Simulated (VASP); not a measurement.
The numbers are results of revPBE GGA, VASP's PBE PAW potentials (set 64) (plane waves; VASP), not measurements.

The input files of a VASP run:

**KPOINTS**
```
Regular mesh
0
G
10 10 10
```

INCAR:
```
ALGO=Normal
EDIFF=1E-7
ENCUT=520
GGA=RE
ISIF=2
ISMEAR=-5
LASPH=.True.
LCHARG=.True.
LORBIT=11
LREAL=.False.
LWAVE=.False.
NEDOS=601
NELM=100
PREC=Accurate
SYSTEM=MgS
```

POSCAR:
```
MgS
1
    0.0000000000     2.6304171403     2.6304171403
    2.6304171403     0.0000000000     2.6304171403
    2.6304171403     2.6304171403     0.0000000000
Mg S
1 1
Direct
  0.0000000000   0.0000000000   0.0000000000
  0.5000000000   0.5000000000   0.5000000000
```

POTCAR, in this order: Mg S (PBE.64 set). Program: vasp_std.

Output of the run:

File OSZICAR:
```
       N       E                     dE             d eps       ncg     rms          rms(c)
DAV:   1     0.231333897880E+02    0.23133E+02   -0.37229E+03   792   0.810E+02
DAV:   2    -0.745774670065E+01   -0.30591E+02   -0.29232E+02  1040   0.107E+02
DAV:   3    -0.843447098033E+01   -0.97672E+00   -0.97672E+00   952   0.257E+01
DAV:   4    -0.843894042677E+01   -0.44694E-02   -0.44694E-02  1160   0.194E+00
DAV:   5    -0.843894621353E+01   -0.57868E-05   -0.57868E-05   952   0.568E-02    0.477E+00
DAV:   6    -0.807087611807E+01    0.36807E+00   -0.94931E-01   800   0.483E+00    0.379E+00
DAV:   7    -0.803259417496E+01    0.38282E-01   -0.25199E-01  1008   0.272E+00    0.247E+00
DAV:   8    -0.803455187004E+01   -0.19577E-02   -0.17500E-02   832   0.115E+00    0.949E-01
DAV:   9    -0.803438572318E+01    0.16615E-03   -0.57149E-04   992   0.197E-01    0.315E-01
DAV:  10    -0.803446495572E+01   -0.79233E-04   -0.25243E-04  1048   0.111E-01    0.626E-02
DAV:  11    -0.803445642379E+01    0.85319E-05   -0.43165E-05   928   0.332E-02    0.129E-02
DAV:  12    -0.803445663790E+01   -0.21412E-06   -0.15639E-06   976   0.101E-02    0.735E-04
DAV:  13    -0.803445671239E+01   -0.74488E-07   -0.69025E-08   896   0.222E-03
   1 F= -.80344567E+01 E0= -.80344567E+01  d E =0.000000E+00
```

File OUTCAR:
```
------------------------ aborting loop because EDIFF is reached ----------------------------------------
  FORCE on cell =-STRESS in cart. coord.  units (eV):
  Direction    XX          YY          ZZ          XY          YZ          ZX
  --------------------------------------------------------------------------------------
  Total        0.0024985      0.0024985      0.0024985      0.0000000      0.0000000      0.0000000
  in kB        0.1099747      0.1099747      0.1099747      0.0000000      0.0000000      0.0000000
  external PRESSURE =       0.1099747 kB  Pullay stress =       0.0000000 kB
  volume of cell :       36.40
      direct lattice vectors                 reciprocal lattice vectors
     0.000000000  2.630417140  2.630417140    -0.190083920  0.190083920  0.190083920
     2.630417140  0.000000000  2.630417140     0.190083920 -0.190083920  0.190083920
     2.630417140  2.630417140  0.000000000     0.190083920  0.190083920 -0.190083920
 POSITION                                       TOTAL-FORCE (eV/Angst)
 -----------------------------------------------------------------------------------
      0.00000      0.00000      0.00000        -0.000000      0.000000      0.000000
      2.63042      2.63042      2.63042         0.000000     -0.000000     -0.000000
 -----------------------------------------------------------------------------------
    total drift:                                0.000000      0.000000      0.000000
  FREE ENERGIE OF THE ION-ELECTRON SYSTEM (eV)
  ---------------------------------------------------
  free  energy   TOTEN  =        -8.0344567124 eV

  energy  without entropy=       -8.0344567124  energy(sigma->0) =       -8.03445671

 total charge

# of ion       s       p       d       tot
------------------------------------------
    1        0.130   0.118   0.036   0.284
    2        1.315   2.499   0.000   3.814
--------------------------------------------------
tot          1.445   2.617   0.036   4.098
```
(Selected blocks of OUTCAR.)

OUTCAR:
```
 val. band max:        3.5090573529   @ k =   0.0000   0.0000   0.0000

 cond. band min:       6.3317331255   @ k =   0.5000   0.5000   0.0000


 Fermi energy:         3.5430202613

 k-point     1 :       0.0000    0.0000    0.0000
  band No.  band energies     occupation
      1      -8.9636      2.00000
      2       3.5091      2.00000
      3       3.5091      2.00000
      4       3.5091      2.00000
      5       7.0901      0.00000
      6      11.5119      0.00000
      7      11.5119      0.00000
      8      11.5119      0.00000

 k-point     2 :       0.1000    0.0000    0.0000
  band No.  band energies     occupation
      1      -8.8717      2.00000
      2       2.8099      2.00000
      3       3.4471      2.00000
      4       3.4471      2.00000
      5       7.6676      0.00000
      6      11.2463      0.00000
      7      11.6870      0.00000
      8      11.6870      0.00000

 k-point     3 :       0.2000    0.0000    0.0000
  band No.  band energies     occupation
      1      -8.6132      2.00000
      2       1.4826      2.00000
      3       3.2958      2.00000
      4       3.2958      2.00000
      5       8.3632      0.00000
      6      11.2896      0.00000
      7      11.6285      0.00000
      8      11.6285      0.00000

 k-point     4 :       0.3000    0.0000    0.0000
  band No.  band energies     occupation
      1      -8.2479      2.00000
      2       0.1920      2.00000
      3       3.1268      2.00000
      4       3.1268      2.00000
      5       8.3626      0.00000
      6      11.0409      0.00000
      7      11.0409      0.00000
      8      12.2734      0.00000

 k-point     5 :       0.4000    0.0000    0.0000
  band No.  band energies     occupation
      1      -7.8994      2.00000
      2      -0.7553      2.00000
      3       3.0021      2.00000
      4       3.0021      2.00000
      5       8.1631      0.00000
      6      10.5931      0.00000
      7      10.5931      0.00000
...
```

The compound is MgS in the rock salt structure. It was relaxed first.
